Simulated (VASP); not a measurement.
Write the native input for VASP 6.6.1 that does the following.

- Task: single point
- Functional: PBE
- Potentials or basis: VASP PAW PBE potentials, release 64 (B, Os, Lu)
- Cutoff: 520 eV
- k mesh: 3 × 3 × 4
- Occupations: methfessel-paxton, width 0.15 eV
- Spin: no spin polarisation
- Dipole correction: no
- Further INCAR settings: ALGO = Normal; EDIFF = 1e-06; NBANDS = 36

The structure of LuB2Os3 lies in POSCAR:

```
LuB2Os3
1.0
    4.5037960000      0.6592820000      0.2739790000
   -0.5288380000      4.5422550000     -0.8218620000
   -0.4312670000      1.2667250000      4.0114430000
B Os Lu
2 3 1
Direct
    0.2406922678      0.4874420296      0.0715426979
    0.9484636487      0.0956695458      0.1658580322
    0.4929305217      0.6359007052      0.4431061376
    0.7226025524      0.4578471227      0.9828934943
    0.9901912421      0.6390077328      0.4685213194
    0.2596816300      0.1096750073      0.6802555608
```

The cell was built by a generator and needn't be a form met in nature.

The input as run:

INCAR

```
PREC     = Accurate       # precision mode
ENCUT    = 520            # plane-wave cutoff, eV
EDIFF    = 1E-6           # SCF threshold, eV
ISMEAR   = 1              # smearing method
SIGMA    = 0.15           # smearing width, eV
LREAL    = F              # projectors in reciprocal space
LASPH    = T              # aspherical terms in the spheres
NELM     = 100            # most SCF steps
ALGO     = Normal         # electronic algorithm
ISIF     = 2              # what is computed and relaxed
LWAVE    = F              # write WAVECAR
LCHARG   = F              # write CHGCAR
GGA      = PE             # functional
NBANDS   = 36             # bands
```

KPOINTS

```
Automatic mesh
0
Gamma
  3 3 4
```

Potentials or basis: VASP PAW PBE potentials, release 64 (B, Os, Lu).

The run is started by

```bash
$ cat potpaw_PBE.64/B/POTCAR potpaw_PBE.64/Os/POTCAR potpaw_PBE.64/Lu/POTCAR > POTCAR
$ mpirun -np 1 vasp_std > vasp.out
```

Results of the run:

The pressure is 23.1 GPa. The largest force is 3.389 eV/Å. The band gap on the k mesh is none (metal or under the smearing width).

Caveat: the k mesh is coarse (spacing up to 0.46 Å⁻¹), so the values aren't converged; so large a pressure means that the cell lies far from this level's equilibrium, or that cutoff or potentials fall short.

Run time: 30 s on 1 thread of Intel(R) Xeon(R) 6975P-C (Granite Rapids), with other jobs on the host, peak memory 0.23 GiB.
